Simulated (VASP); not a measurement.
# Au3SI: single point with PBEsol

Au3SI:

```
I S Au
1.0
     5.79584    0.00000    0.00000
     0.00000    5.79584    0.00000
     0.00000    0.00000    5.79584
I S Au
1 1 3
Direct
  0.00000 0.00000 0.00000
  0.50000 0.50000 0.50000
  0.50000 0.50000 0.00000
  0.50000 0.00000 0.50000
  0.00000 0.50000 0.50000
```

The cell comes from a database or a generator and needn't be the stable form of this composition.

```
Program             : VASP 6.6.1
Task                : single point
Functional          : PBEsol
Potentials or basis : VASP PAW PBE potentials, release 64 (I, S, Au)
Cutoff              : 520 eV
k mesh              : 4 × 4 × 4
Occupations         : gaussian, width 0.05 eV
Spin                : no spin polarisation
```

```json
{
  "Pressure": "-9.5 GPa",
  "Band gap on the k mesh": "none (metal or under the smearing width)"
}
```

Levels at points of the mesh, in eV from the Fermi level:
```csv
k point,band 19,band 20,band 21,band 22,band 23,band 24,band 25,band 26,band 27,band 28
"(0.00, 0.00, 0.00)",-1.40,-1.28,-0.77,-0.58,-0.58,-0.58,0.69,0.69,6.30,6.30
"(0.50, 0.00, 0.00)",-1.16,-1.11,-1.11,-0.34,-0.34,0.73,0.96,2.68,5.34,5.65
"(0.50, 0.50, 0.00)",-1.20,-0.81,-0.15,-0.04,0.00,0.00,3.09,3.09,3.18,5.30
"(0.50, 0.50, 0.50)",-0.95,-0.95,-0.68,-0.68,-0.68,2.88,2.88,2.88,4.53,4.53
```

Run time: 49 s on 1 thread of Intel(R) Xeon(R) Platinum 8488C (Sapphire Rapids), with other jobs on the host, peak memory 0.35 GiB.

Caveat: the PAW data sets were made with another functional, which shifts forces and pressure a little. The run has no spin-orbit coupling, so splittings on Au, I are missing.
